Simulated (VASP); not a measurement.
# Sr2C (Fm-3m) in VASP: settings compared

Aim: see how the results for Sr2C move with the level of theory and the settings. Levels: HSE06, PBE. Tasks: single point.

Everything below comes from runs of VASP 6.6.1. Logs are shortened: lines on timing, memory, paths and dates and some standing lists are left out, and cuts for length are marked.

## (1) Starting point

The structure is cubic, space group Fm-3m (No. 225). The conventional cell has a = 6.720 Å, b = 6.720 Å, c = 6.720 Å, α = 90.00°, β = 90.00°, γ = 90.00°. C (site symmetry m-3m) has 8 Sr at 2.91 Å as nearest neighbours. Sr (site symmetry -43m) has 4 C at 2.91 Å as nearest neighbours.

The cell was built by a generator and needn't be a form met in nature.

## (2) Single point, HSE06

POSCAR reads:

```
Sr2C
1.0
    0.0000000000      3.3601424502      3.3601424502
    3.3601424502      0.0000000000      3.3601424502
    3.3601424502      3.3601424502      0.0000000000
C Sr
1 2
Direct
    0.0000000000      0.0000000000      0.0000000000
    0.2500000000      0.2500000000      0.2500000000
    0.7500000000      0.7500000000      0.7500000000
```

INCAR.step1 reads:

```
  PREC = Accurate
  ENCUT = 520
  EDIFF = 1E-5
  ISMEAR = -1
  SIGMA = 0.02
  LREAL = False
  LASPH = True
  NELM = 100
  ALGO = Normal
  ISIF = 2
  LWAVE = True
  LCHARG = False
  GGA = PE
  NBANDS = 19
```

INCAR.step2 reads:

```
  PREC = Accurate
  ENCUT = 520
  EDIFF = 1E-6
  ISMEAR = -1
  SIGMA = 0.02
  LREAL = False
  LASPH = True
  NELM = 100
  ALGO = Normal
  ISIF = 2
  LWAVE = False
  LCHARG = False
  GGA = PE
  LHFCALC = True
  HFSCREEN = 0.2079
  PRECFOCK = Normal
  ISTART = 1
  NBANDS = 19
```

KPOINTS reads:

```
Automatic mesh
0
Gamma
  4 4 4
```

Potentials or basis: VASP PAW PBE potentials, release 64 (C, Sr_sv).

On the command line:

```bash
> cat potpaw_PBE.64/C/POTCAR potpaw_PBE.64/Sr_sv/POTCAR > POTCAR
> cp INCAR.step1 INCAR
> mpirun -np 1 vasp_std > vasp.out
> cp INCAR.step2 INCAR
> mpirun -np 1 vasp_std > vasp.out
```

OUTCAR:

```text
PREC = Accurate
   ENCUT = 520
   EDIFF = 1E-6
   ISMEAR = -1
   LREAL = False
   LASPH = True
   NELM = 100
   ISIF = 2
   GGA = PE
   LHFCALC = True
   HFSCREEN = 0.2079
   PRECFOCK = Normal
   ISTART = 1

 ion  position               nearest neighbor table
   1  0.000  0.000  0.000-   2 2.91   3 2.91   3 2.91   3 2.91   3 2.91   2 2.91   2 2.91   2 2.91

   2  0.250  0.250  0.250-   1 2.91   1 2.91   1 2.91   1 2.91   3 3.36   3 3.36   3 3.36   3 3.36
                             3 3.36   3 3.36
   3  0.750  0.750  0.750-   1 2.91   1 2.91   1 2.91   1 2.91   2 3.36   2 3.36   2 3.36   2 3.36
                             2 3.36   2 3.36

  LATTYP: Found a face centered cubic cell.
 ALAT       =     6.7202849004

  Lattice vectors:

 A1 = (   0.0000000000,   3.3601424502,   3.3601424502)
 A2 = (   3.3601424502,   0.0000000000,   3.3601424502)
 A3 = (   3.3601424502,   3.3601424502,   0.0000000000)

Analysis of symmetry for initial positions (statically):
=====================================================================
 Subroutine PRICEL returns:
 Original cell was already a primitive cell.

 Routine SETGRP: Setting up the symmetry group for a
 face centered cubic supercell.

 Subroutine GETGRP returns: Found 48 space group operations
 (whereof 48 operations were pure point group operations)
 out of a pool of 48 trial point group operations.

The static configuration has the point symmetry O_h .

Analysis of symmetry for dynamics (positions and initial velocities):
=====================================================================
 Subroutine PRICEL returns:
 Original cell was already a primitive cell.

 Routine SETGRP: Setting up the symmetry group for a
 face centered cubic supercell.

 Subroutine GETGRP returns: Found 48 space group operations
 (whereof 48 operations were pure point group operations)
 out of a pool of 48 trial point group operations.

The dynamic configuration has the point symmetry O_h .

 Subroutine INISYM returns: Found 48 space group operations
 (whereof 48 operations are pure point group operations),
 and found     1 'primitive' translations

----------------------------------------------------------------------------------------

                                     Primitive cell

  volume of cell :      75.8758

  direct lattice vectors                    reciprocal lattice vectors
     0.000000000  3.360142450  3.360142450    -0.148803215  0.148803215  0.148803215
     3.360142450  0.000000000  3.360142450     0.148803215 -0.148803215  0.148803215
     3.360142450  3.360142450  0.000000000     0.148803215  0.148803215 -0.148803215

  length of vectors
     4.751959025  4.751959025  4.751959025     0.257734729  0.257734729  0.257734729

  position of ions in fractional coordinates (direct lattice)
     0.000000000  0.000000000  0.000000000
     0.250000000  0.250000000  0.250000000
     0.750000000  0.750000000  0.750000000

  ion indices of the primitive-cell ions
   primitive index   ion index
                 1           1
                 2           2
                 3           3

----------------------------------------------------------------------------------------

 KPOINTS: Automatic mesh

Automatic generation of k-mesh.
 Grid dimensions read from file:
 generate k-points for:    4    4    4

 Generating k-lattice:

  Cartesian coordinates                     Fractional coordinates (reciprocal lattice)
    -0.037200804  0.037200804  0.037200804     0.250000000  0.000000000  0.000000000
     0.037200804 -0.037200804  0.037200804     0.000000000  0.250000000  0.000000000
     0.037200804  0.037200804 -0.037200804     0.000000000  0.000000000  0.250000000

  Length of vectors
     0.064433682  0.064433682  0.064433682

  Shift w.r.t. Gamma in fractional coordinates (k-lattice)
     0.000000000  0.000000000  0.000000000

 Subroutine IBZKPT returns following result:
 ===========================================

 Found      8 irreducible k-points:

 Following reciprocal coordinates:
            Coordinates               Weight
  0.000000  0.000000  0.000000      1.000000
  0.250000  0.000000  0.000000      8.000000
  0.500000  0.000000  0.000000      4.000000
  0.250000  0.250000  0.000000      6.000000
  0.500000  0.250000  0.000000     24.000000
 -0.250000  0.250000  0.000000     12.000000
  0.500000  0.500000  0.000000      3.000000
 -0.250000  0.500000  0.250000      6.000000
   k-points           NKPTS =      8   k-points in BZ     NKDIM =     64   number of bands    NBANDS=     19
   number of dos      NEDOS =    301   number of ions     NIONS =      3
   total plane-waves  NPLWV =  46656
   dimension x,y,z NGX =    36 NGY =   36 NGZ =   36
   dimension x,y,z NGXF=    72 NGYF=   72 NGZF=   72
   ions per type =               1   2
   NGX,Y,Z   is equivalent  to a cutoff of  12.59, 12.59, 12.59 a.u.
   NGXF,Y,Z  is equivalent  to a cutoff of  25.19, 25.19, 25.19 a.u.
 SYSTEM =  unknown system
   PREC   = accura    normal or accurate (medium, high low for compatibility)
   ISTART =      1    job   : 0-new  1-cont  2-samecut
   ICHARG =      0    charge: 1-file 2-atom 10-const
   ISPIN  =      1    spin polarized calculation?
   LNONCOLLINEAR =      F non collinear calculations
   LSORBIT =      F    spin-orbit coupling
   LASPH  =      T    aspherical Exc in radial PAW
   ENCUT  =  520.0 eV  38.22 Ry    6.18 a.u.   8.84  8.84  8.84*2*pi/ulx,y,z
   NELM   =    100;   NELMIN=  2; NELMDL=  0     # of ELM steps
   EDIFF  = 0.1E-05   stopping-criterion for ELM
   LREAL  =      F    real-space projection
   EDIFFG = 0.1E-04   stopping-criterion for IOM
   NSW    =      0    number of steps for IOM
   IBRION =     -1    ionic relax: 0-MD 1-quasi-New 2-CG
   NFREE  =      0    steps in history (QN), initial steepest desc. (CG)
   ISIF   =      2    stress and relaxation
   ISYM   =      3    0-nonsym 1-usesym 2-fastsym
   POTIM  = 0.5000    time-step for ionic-motion
   TEBEG  =    0.0;   TEEND  =   0.0 temperature during run
   PSTRESS=    0.0 pullay stress
   NELECT =      24.0000    total number of electrons
   NUPDOWN=      -1.0000    fix difference up-down
   EMIN   =  10.00;   EMAX   =-10.00  energy-range for DOS
   EFERMI =   0.00;   METHOD = LEGACY
   ISMEAR =    -1;   SIGMA  =   0.02  broadening in eV -4-tet -1-fermi 0-gaus
   EFERMI_NEDOS =   21; number of points for ismear=-14 and -15
   IALGO  =     38    algorithm
   IMIX   =      1    mixing-type and parameters
     AMIX     =   0.40;   BMIX     =  1.00
     AMIX_MAG =   1.60;   BMIX_MAG =  1.00
  volume/ion in A,a.u.               =      25.29       170.68
  Fermi-wavevector in a.u.,A,eV,Ry     =   1.115435  2.107866 16.928301  1.244195
  Thomas-Fermi vector in A             =   2.252040
   LORBIT       =      0    0 simple, 1 ext, 2 COOP (PROOUT), +10 PAW based schemes
   GGA     = PE    functional components
   LHFCALC =     T    Hartree Fock is set to
   PRECFOCK=normal    Normal, Fast or Accurate (Low or Medium for compatibility)
   ENCUT4O =  -1.0   cutoff for four orbital integrals eV
   NKREDX  =     1    reduce k-point grid by
   NKREDY  =     1    reduce k-point grid by
   NKREDZ  =     1    reduce k-point grid by
   AEXX    =    0.2500 exact exchange contribution
   HFSCREEN=    0.2079 screening length (either q_TF or 0.3 A-1)
   HFSCREENC=   0.2079 screening length for correlation (either q_TF or 0.3 A-1)
   ENCUTFOCK=  -1.0 apply spherical cutoff to Coloumb kernel
   IVDW    =     0    specifies the selected vdW correction
   LEPSILON=     F    determine dielectric tensor
   LRPA    =     F    only Hartree local field effects (RPA)
 non-spin polarized calculation
  energy-cutoff  :      520.00
  volume of cell :       75.88
 maximum number of plane-waves:      2085
  NGX = 28; NGY = 28; NGZ = 28

 number of electron      24.0000000 magnetization

 Free energy of the ion-electron system (eV)
  ---------------------------------------------------
  ext. energy  EPLUGINS =         0.00000000
  ---------------------------------------------------
  free energy    TOTEN  =       -11.76823634 eV

  energy without entropy =      -11.76823144  energy(sigma->0) =      -11.76823389

 E-fermi :   2.8778     XC(G=0):  -7.6029

 val. band max:        2.6821112210   @ k =   0.5000   0.5000   0.0000
 cond. band min:       3.0471967850   @ k =   0.0000   0.0000   0.0000
 fundamental gap:      0.3650855640
 Fermi energy:         2.8777911024

 k-point     1 :       0.0000    0.0000    0.0000
  band No.  band energies     occupation
      1     -35.3369      2.00000
      2     -35.0501      2.00000
      3     -16.3140      2.00000
      4     -16.3140      2.00000
      5     -16.3140      2.00000
      6     -15.6370      2.00000
[... 11 lines left out ...]
     18       8.8841      0.00000
     19      11.4686      0.00000

 k-point     2 :       0.2500    0.0000    0.0000
  band No.  band energies     occupation
      1     -35.2935      2.00000
      2     -35.0907      2.00000
      3     -16.2704      2.00000
      4     -16.2315      2.00000
      5     -16.2315      2.00000
      6     -15.8143      2.00000
[... 11 lines left out ...]
     18       8.5512      0.00000
     19      10.1976      0.00000

 k-point     3 :       0.5000    0.0000    0.0000
  band No.  band energies     occupation
      1     -35.1908      2.00000
      2     -35.1907      2.00000
      3     -16.1325      2.00000
      4     -16.0796      2.00000
      5     -16.0178      2.00000
      6     -16.0178      2.00000
[... 11 lines left out ...]
     18       8.1497      0.00000
     19       8.2362      0.00000

 k-point     4 :       0.2500    0.2500    0.0000
  band No.  band energies     occupation
      1     -35.2869      2.00000
      2     -35.0957      2.00000
      3     -16.4014      2.00000
      4     -16.4014      2.00000
      5     -16.2002      2.00000
      6     -15.8969      2.00000
[... 11 lines left out ...]
     18       8.0135      0.00000
     19       8.6217      0.00000

 k-point     5 :       0.5000    0.2500    0.0000
  band No.  band energies     occupation
      1     -35.2233      2.00000
      2     -35.1558      2.00000
      3     -16.5096      2.00000
      4     -16.3771      2.00000
      5     -16.3462      2.00000
      6     -15.7026      2.00000
[... 11 lines left out ...]
     18       8.7151      0.00000
     19       9.4549      0.00000

 k-point     6 :      -0.2500    0.2500    0.0000
  band No.  band energies     occupation
      1     -35.2382      2.00000
      2     -35.1426      2.00000
      3     -16.5033      2.00000
      4     -16.1538      2.00000
      5     -16.0774      2.00000
      6     -15.9900      2.00000
[... 11 lines left out ...]
     18       8.0933      0.00000
     19       8.6532      0.00000

 k-point     7 :       0.5000    0.5000    0.0000
  band No.  band energies     occupation
      1     -35.2361      2.00000
      2     -35.1407      2.00000
      3     -16.7053      2.00000
      4     -16.4860      2.00000
      5     -16.4860      2.00000
      6     -15.5360      2.00000
[... 11 lines left out ...]
     18       8.8172      0.00000
     19       8.9471      0.00000

 k-point     8 :      -0.2500    0.5000    0.2500
  band No.  band energies     occupation
      1     -35.1887      2.00000
      2     -35.1887      2.00000
      3     -16.6254      2.00000
      4     -16.5704      2.00000
      5     -16.0311      2.00000
      6     -16.0311      2.00000
[... 11 lines left out ...]
     18       7.8504      0.00000
     19       9.9796      0.00000

------------------------ aborting loop because EDIFF is reached ----------------------------------------

  FORCE on cell =-STRESS in cart. coord.  units (eV):
  Direction    XX          YY          ZZ          XY          YZ          ZX
  --------------------------------------------------------------------------------------
  -------------------------------------------------------------------------------------
  Total        0.2049137      0.2049137      0.2049137     -0.0000000      0.0000000     -0.0000000
  in kB        4.3269162      4.3269162      4.3269162     -0.0000000      0.0000000     -0.0000000
  external PRESSURE =       4.3269162 kB  Pullay stress =       0.0000000 kB

 VOLUME and BASIS-vectors are now :
 -----------------------------------------------------------------------------
  energy-cutoff  :      520.00
  volume of cell :       75.88
      direct lattice vectors                 reciprocal lattice vectors
     0.000000000  3.360142450  3.360142450    -0.148803215  0.148803215  0.148803215
     3.360142450  0.000000000  3.360142450     0.148803215 -0.148803215  0.148803215
     3.360142450  3.360142450  0.000000000     0.148803215  0.148803215 -0.148803215

 POSITION                                       TOTAL-FORCE (eV/Angst)
 -----------------------------------------------------------------------------------
      0.00000      0.00000      0.00000         0.000000     -0.000000      0.000000
      1.68007      1.68007      1.68007         0.000000      0.000000      0.000000
      5.04021      5.04021      5.04021        -0.000000     -0.000000     -0.000000
 -----------------------------------------------------------------------------------
    total drift:                               -0.000001     -0.000001     -0.000001

  FREE ENERGIE OF THE ION-ELECTRON SYSTEM (eV)
  ---------------------------------------------------
  free  energy   TOTEN  =       -11.7682363431 eV

  energy  without entropy=      -11.7682314369  energy(sigma->0) =      -11.76823389
```

Wall time 25 min (1 thread of Intel Xeon Platinum 8559C (Emerald Rapids), shared host); peak memory 0.32 GiB.

Results:

```yaml
Free_energy: -11.7682 eV
Pressure: 0.4 GPa
Band_gap_on_the_k_mesh: 0.37 eV, indirect (least direct gap 0.39 eV)
```

Levels at points of the mesh, in eV from the valence-band top:
```
           k point  band 8  band 9  band 10  band 11  band 12  band 13  band 14  band 15  band 16  band 17
(0.00, 0.00, 0.00)  -18.32   -9.35    -1.50    -1.50    -1.50     0.37     2.11     2.11     6.20     6.20
(0.50, 0.00, 0.00)  -18.68   -8.76    -1.81    -0.62    -0.62     2.72     3.47     3.47     4.30     5.46
(0.50, 0.50, 0.00)  -18.13   -8.67    -2.17     0.00     0.00     0.39     2.88     3.18     5.57     5.57
```

Caveat: the PAW data sets were made with another functional, which shifts forces and pressure a little. A k mesh can miss the band edges.

(Part 1 of 2 ends here.)
